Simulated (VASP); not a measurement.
MgGa15N16 (a cell with a defect), 32 atoms in the cell. The cell holds a defect, 32 atoms: a = 7.878 Å, b = 7.878 Å, c = 7.878 Å, α = 109.47°, β = 109.47°, γ = 109.47°. 

| Property | Result |
| --- | --- |
| Program | VASP 6.6.1 |
| Task | relaxation of the atoms |
| Functional | PBE |
| Potentials or basis | VASP PAW PBE potentials, release 64 (Mg, Ga_d, N) |
| Cutoff | 450 eV |
| k mesh | 2 × 2 × 2 |
| Occupations | gaussian, width 0.01 eV |
| Spin | collinear spin, ferromagnetic start |
| Monkhorst-Pack mesh | yes |

Potentials or basis: VASP PAW PBE potentials, release 64 (Mg, Ga_d, N).

Launch:

```bash
$ cat potpaw_PBE.64/Mg/POTCAR potpaw_PBE.64/Ga_d/POTCAR potpaw_PBE.64/N/POTCAR > POTCAR
$ mpirun -np 8 vasp_std > vasp.out
```

Hardware: 8 MPI ranks on AMD EPYC 9R45 96-Core Processor (Zen 5), on a shared host.

Q: How long does it take, and how much memory?

A: It took 4.6 min on 8 MPI ranks on AMD EPYC 9R45 96-Core Processor (Zen 5) (shared host), peak memory 0.33 GiB a rank. Counts: scf iterations 96, k points 4, ion steps 11.
